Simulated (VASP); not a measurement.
# InGaO2 (R-3m) in VASP: relaxation of cell and atoms with PBE

Aim: the relaxation of cell and atoms of InGaO2 with PBE.

All numbers are computed with VASP 6.6.1; they aren't measurements. Logs are shortened: lines on timing, memory, paths and dates and some standing lists are left out, and cuts for length are marked.

### 1 The structure

It takes space group R-3m (No. 166, trigonal). The conventional cell has a = 3.036 Å, b = 3.036 Å, c = 19.602 Å, α = 90.00°, β = 90.00°, γ = 120.00°. In (site symmetry -3m) has 6 O at 2.82 Å and 6 In at 3.04 Å as nearest neighbours. Around Ga (site symmetry -3m) lie 6 O at 2.04 Å. O (site symmetry 3m) is surrounded by 3 Ga at 2.04 Å.

The cell was built by a generator and needn't be a form met in nature.

### 2 Relaxation of cell and atoms, PBE

Input file INCAR:

```
PREC = Accurate
ENCUT = 520
EDIFF = 1E-6
ISMEAR = 0
SIGMA = 0.1
LREAL = F
LASPH = T
NELM = 120
ALGO = Normal
ISIF = 3
LWAVE = F
LCHARG = F
GGA = PE
IBRION = 2
NSW = 90
EDIFFG = -0.01
KPAR = 4
```

Input file KPOINTS:

```
regular mesh
0
Gamma
  14 14 14
```

Input file POSCAR:

```
InGaO2
1.0
    1.5181617100      0.8765110700      6.5340000100
   -1.5181617100      0.8765110700      6.5340000100
    0.0000000000     -1.7530221400      6.5340000100
In Ga O
1 1 2
Direct
    0.5000000000      0.5000000000      0.5000000000
    0.0000000000      0.0000000000      0.0000000000
    0.7203207300      0.7203207300      0.7203207300
    0.2796792700      0.2796792700      0.2796792700
```

Potentials or basis: VASP PAW PBE potentials, release 64 (In_d, Ga_d, O).

On the command line:

```
$ cat potpaw_PBE.64/In_d/POTCAR potpaw_PBE.64/Ga_d/POTCAR potpaw_PBE.64/O/POTCAR > POTCAR
$ mpirun -np 4 vasp_std > vasp.out
```

OUTCAR:

```text
PREC = Accurate
   ENCUT = 520
   EDIFF = 1E-6
   ISMEAR = 0
   LREAL = F
   LASPH = T
   NELM = 120
   ISIF = 3
   GGA = PE
   IBRION = 2
   NSW = 90
   EDIFFG = -0.01

 ion  position               nearest neighbor table
   1  0.500  0.500  0.500-   4 2.82   3 2.82   4 2.82   4 2.82   3 2.82   3 2.82
   2  0.000  0.000  0.000-   3 2.04   4 2.04   3 2.04   3 2.04   4 2.04   4 2.04
   3  0.720  0.720  0.720-   2 2.04   2 2.04   2 2.04   1 2.82   1 2.82   1 2.82
   4  0.280  0.280  0.280-   2 2.04   2 2.04   2 2.04   1 2.82   1 2.82   1 2.82

  LATTYP: Found a trigonal (rhomboedric) cell.
 ALAT       =     6.7650752224
 COS(alpha) =     0.8992788208

  Lattice vectors:

 A1 = (   1.5181617100,   0.8765110700,   6.5340000100)
 A2 = (  -1.5181617100,   0.8765110700,   6.5340000100)
 A3 = (   0.0000000000,  -1.7530221400,   6.5340000100)

Analysis of symmetry for initial positions (statically):
=====================================================================
 Subroutine PRICEL returns:
 Original cell was already a primitive cell.

 Routine SETGRP: Setting up the symmetry group for a
 trigonal (rhombohedral) supercell.

 Subroutine GETGRP returns: Found 12 space group operations
 (whereof 12 operations were pure point group operations)
 out of a pool of 12 trial point group operations.

The static configuration has the point symmetry D_3d.

Analysis of symmetry for dynamics (positions and initial velocities):
=====================================================================
 Subroutine PRICEL returns:
 Original cell was already a primitive cell.

 Routine SETGRP: Setting up the symmetry group for a
 trigonal (rhombohedral) supercell.

 Subroutine GETGRP returns: Found 12 space group operations
 (whereof 12 operations were pure point group operations)
 out of a pool of 12 trial point group operations.

The dynamic configuration has the point symmetry D_3d.

 Subroutine INISYM returns: Found 12 space group operations
 (whereof 12 operations are pure point group operations),
 and found     1 'primitive' translations

----------------------------------------------------------------------------------------

                                     Primitive cell

  volume of cell :      52.1682

  direct lattice vectors                    reciprocal lattice vectors
     1.518161710  0.876511070  6.534000010     0.329345680  0.190147817  0.051015202
    -1.518161710  0.876511070  6.534000010    -0.329345680  0.190147817  0.051015202
     0.000000000 -1.753022140  6.534000010     0.000000000 -0.380295634  0.051015202

  length of vectors
     6.765075222  6.765075222  6.765075222     0.383702124  0.383702124  0.383702125

  position of ions in fractional coordinates (direct lattice)
     0.500000000  0.500000000  0.500000000
     0.000000000  0.000000000  0.000000000
     0.720320730  0.720320730  0.720320730
     0.279679270  0.279679270  0.279679270

  ion indices of the primitive-cell ions
   primitive index   ion index
                 1           1
                 2           2
                 3           3
                 4           4

----------------------------------------------------------------------------------------

 KPOINTS: regular mesh

Automatic generation of k-mesh.
 Grid dimensions read from file:
 generate k-points for:   14   14   14

 Generating k-lattice:

  Cartesian coordinates                     Fractional coordinates (reciprocal lattice)
     0.023524691  0.013581987  0.003643943     0.071428571  0.000000000  0.000000000
    -0.023524691  0.013581987  0.003643943     0.000000000  0.071428571  0.000000000
     0.000000000 -0.027163974  0.003643943     0.000000000  0.000000000  0.071428571

  Length of vectors
     0.027407295  0.027407295  0.027407295

  Shift w.r.t. Gamma in fractional coordinates (k-lattice)
     0.000000000  0.000000000  0.000000000

 Subroutine IBZKPT returns following result:
 ===========================================

 Found    288 irreducible k-points:

 Following reciprocal coordinates:
            Coordinates               Weight
  0.000000  0.000000  0.000000      1.000000
  0.071429 -0.000000  0.000000      6.000000
  0.142857 -0.000000  0.000000      6.000000
  0.214286  0.000000  0.000000      6.000000
  0.285714  0.000000 -0.000000      6.000000
  0.357143  0.000000 -0.000000      6.000000
[... 16 lines left out ...]
  0.214286  0.142857  0.000000     12.000000
  0.285714  0.142857  0.000000     12.000000
 [... further k-points ...]
   k-points           NKPTS =    288   k-points in BZ     NKDIM =    288   number of bands    NBANDS=     23
   number of dos      NEDOS =    301   number of ions     NIONS =      4
   total plane-waves  NPLWV = 125000
   dimension x,y,z NGX =    50 NGY =   50 NGZ =   50
   dimension x,y,z NGXF=   100 NGYF=  100 NGZF=  100
   ions per type =               1   1   2
   NGX,Y,Z   is equivalent  to a cutoff of  12.29, 12.29, 12.29 a.u.
   NGXF,Y,Z  is equivalent  to a cutoff of  24.57, 24.57, 24.57 a.u.
 SYSTEM =  unknown system
   PREC   = accura    normal or accurate (medium, high low for compatibility)
   ISTART =      0    job   : 0-new  1-cont  2-samecut
   ICHARG =      2    charge: 1-file 2-atom 10-const
   ISPIN  =      1    spin polarized calculation?
   LNONCOLLINEAR =      F non collinear calculations
   LSORBIT =      F    spin-orbit coupling
   LASPH  =      T    aspherical Exc in radial PAW
   ENCUT  =  520.0 eV  38.22 Ry    6.18 a.u.  12.58 12.58 12.58*2*pi/ulx,y,z
   NELM   =    120;   NELMIN=  2; NELMDL= -5     # of ELM steps
   EDIFF  = 0.1E-05   stopping-criterion for ELM
   LREAL  =      F    real-space projection
   EDIFFG = -.1E-01   stopping-criterion for IOM
   NSW    =     90    number of steps for IOM
   IBRION =      2    ionic relax: 0-MD 1-quasi-New 2-CG
   NFREE  =      1    steps in history (QN), initial steepest desc. (CG)
   ISIF   =      3    stress and relaxation
   ISYM   =      2    0-nonsym 1-usesym 2-fastsym
   POTIM  = 0.5000    time-step for ionic-motion
   TEBEG  =    0.0;   TEEND  =   0.0 temperature during run
   PSTRESS=    0.0 pullay stress
   NELECT =      38.0000    total number of electrons
   NUPDOWN=      -1.0000    fix difference up-down
   EMIN   =  10.00;   EMAX   =-10.00  energy-range for DOS
   EFERMI =   0.00;   METHOD = LEGACY
   ISMEAR =     0;   SIGMA  =   0.10  broadening in eV -4-tet -1-fermi 0-gaus
   EFERMI_NEDOS =   21; number of points for ismear=-14 and -15
   IALGO  =     38    algorithm
   IMIX   =      4    mixing-type and parameters
     AMIX     =   0.40;   BMIX     =  1.00
     AMIX_MAG =   1.60;   BMIX_MAG =  1.00
  volume/ion in A,a.u.               =      13.04        88.01
  Fermi-wavevector in a.u.,A,eV,Ry     =   1.472993  2.783554 29.520685  2.169709
  Thomas-Fermi vector in A             =   2.587940
   LORBIT       =      0    0 simple, 1 ext, 2 COOP (PROOUT), +10 PAW based schemes
   GGA     = PE    functional components
   LHFCALC =     F    Hartree Fock is set to
   AEXX    =    0.0000 exact exchange contribution
   IVDW    =     0    specifies the selected vdW correction
   LEPSILON=     F    determine dielectric tensor
   LRPA    =     F    only Hartree local field effects (RPA)
 conjugate gradient relaxation of ions
 non-spin polarized calculation
 Gauss-broadening in eV      SIGMA  =   0.10
  energy-cutoff  :      520.00
  volume of cell :       52.17
 maximum number of plane-waves:      1428
   NGX = 25   NGY = 25   NGZ = 25

--------------------------------------- Ionic step        1  -------------------------------------------

 number of electron      37.9999996 magnetization

 Free energy of the ion-electron system (eV)
  ---------------------------------------------------
  ext. energy  EPLUGINS =         0.00000000
  ---------------------------------------------------
  free energy    TOTEN  =       -20.38437679 eV

  energy without entropy =      -20.38110703  energy(sigma->0) =      -20.38274191

------------------------ aborting loop because EDIFF is reached ----------------------------------------

  FORCE on cell =-STRESS in cart. coord.  units (eV):
  Direction    XX          YY          ZZ          XY          YZ          ZX
  --------------------------------------------------------------------------------------
  -------------------------------------------------------------------------------------
  Total        0.4058209      0.4058209     -0.2458505      0.0000000      0.0000000      0.0000000
  in kB       12.4634748     12.4634747     -7.5505032      0.0000000      0.0000000      0.0000000
  external PRESSURE =       5.7921488 kB  Pullay stress =       0.0000000 kB
[... 137 lines left out ...]
  energy  without entropy=      -20.3840490181  energy(sigma->0) =      -20.38570376

--------------------------------------- Ionic step        5  -------------------------------------------

 number of electron      37.9999998 magnetization

 Free energy of the ion-electron system (eV)
  ---------------------------------------------------
  ext. energy  EPLUGINS =         0.00000000
  ---------------------------------------------------
  free energy    TOTEN  =       -20.38739268 eV

  energy without entropy =      -20.38408286  energy(sigma->0) =      -20.38573777

 E-fermi :   6.4949     XC(G=0): -11.3963

 val. band max:        6.4907781969   @ k =  -0.2857   0.2857   0.0000
 cond. band min:       6.4974639974   @ k =  -0.0714   0.5000   0.0714
 fundamental gap:      0.0066858005
 Fermi energy:         6.4949197454

 k-point     1 :       0.0000    0.0000    0.0000
  band No.  band energies     occupation
      1     -12.6841      2.00000
      2     -11.0143      2.00000
      3      -8.1070      2.00000
      4      -8.0129      2.00000
      5      -8.0129      2.00000
      6      -7.6043      2.00000
[... 613 lines left out ...]
     22      13.3793      0.00000
     23      14.5431      0.00000

 [... further k-points ...]

------------------------ aborting loop because EDIFF is reached ----------------------------------------

  FORCE on cell =-STRESS in cart. coord.  units (eV):
  Direction    XX          YY          ZZ          XY          YZ          ZX
  --------------------------------------------------------------------------------------
  -------------------------------------------------------------------------------------
  Total        0.0087668      0.0087668      0.0029776      0.0000000     -0.0000000      0.0000000
  in kB        0.2676772      0.2676772      0.0909141      0.0000000     -0.0000000      0.0000000
  external PRESSURE =       0.2087562 kB  Pullay stress =       0.0000000 kB
[... 19 lines left out ...]
  FREE ENERGIE OF THE ION-ELECTRON SYSTEM (eV)
  ---------------------------------------------------
  free  energy   TOTEN  =       -20.3873926764 eV

  energy  without entropy=      -20.3840828625  energy(sigma->0) =      -20.38573777

 reached required accuracy - stopping structural energy minimisation
```

It took 17 min on 4 MPI ranks of Intel Xeon Platinum 8488C (Sapphire Rapids), shared host; peak memory 0.67 GiB.

Results:

```yaml
Free_energy: -20.3874 eV
Relaxed_volume: 13.12 Å³/atom
Relaxed_cell: a = 6.737 Å, b = 6.737 Å, c = 6.737 Å, α = 26.19°, β = 26.19°, γ = 26.19°
Space_group_after_relaxing_to_0.05_Å: R-3m (No. 166)
Energy_gained_by_relaxing: 0.8 meV/atom
Ionic_steps: 5
Pressure_after_relaxing: 0.0 GPa
Largest_force_after_relaxing: 0.003 eV/Å
Band_gap_on_the_k_mesh: none (metal or under the smearing width)
```

Forces on the atoms (eV/Å):
```
In   0.000  0.000  0.000
Ga   0.000  0.000  0.000
O    0.000  0.000 -0.003
O    0.000  0.000  0.003
```

The path:
```tsv
step	energy change (eV)	largest force (eV/Å)	pressure (GPa)	volume (Å³)
1	0.0000	0.0456	0.58	52.17
2	-0.0028	0.0423	-0.20	52.52
3	-0.0028	0.0421	-0.27	52.57
4	-0.0030	0.0128	0.12	52.43
5	-0.0030	0.0034	0.02	52.47
```

Final structure:
```
In Ga O
1.0
     1.52635    0.88124    6.50193
    -1.52635    0.88124    6.50193
     0.00000   -1.76247    6.50193
In Ga O
1 1 2
Cartesian
  0.0000 0.0000 9.7529
  0.0000 0.0000 0.0000
  0.0000 0.0000 14.0463
  0.0000 0.0000 5.4595
```
